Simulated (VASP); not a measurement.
Given:

```
CELL_PARAMETERS angstrom
      3.50601     0.00000     0.00000
      0.00000     3.50601     0.00000
      0.00000     0.00000     3.50601
ATOMIC_POSITIONS crystal
  Si 0.00000 0.00000 0.00000
  Ni 0.00000 0.50000 0.50000
  Ni 0.50000 0.00000 0.50000
  Ni 0.50000 0.50000 0.00000
```

Method: PBE GGA, VASP's PBE PAW potentials (set 64) (plane waves; VASP 6.6.1). Numerical set-up: 520 eV cut-off, 10×10×10 Γ-centred mesh, tetrahedra with Blöchl corrections, potentials Si Ni.

**Question.** Estimate the energy per atom (σ→0), band gap (on the k-mesh) with the smallest direct gap where there is one.

**Answer.** 
| Quantity | Value |
|---|---|
| band gap (on the k-mesh) | none (metal, semimetal or under 0.01 eV) |
| energy per atom (σ→0) | -5920 meV/atom |

Total energies compare only between runs with the same potentials, cut-off and functional.

The compound is Ni3Si in the L1_2 structure. It was relaxed first. The run is not spin-polarised, so no magnetic state was tried.
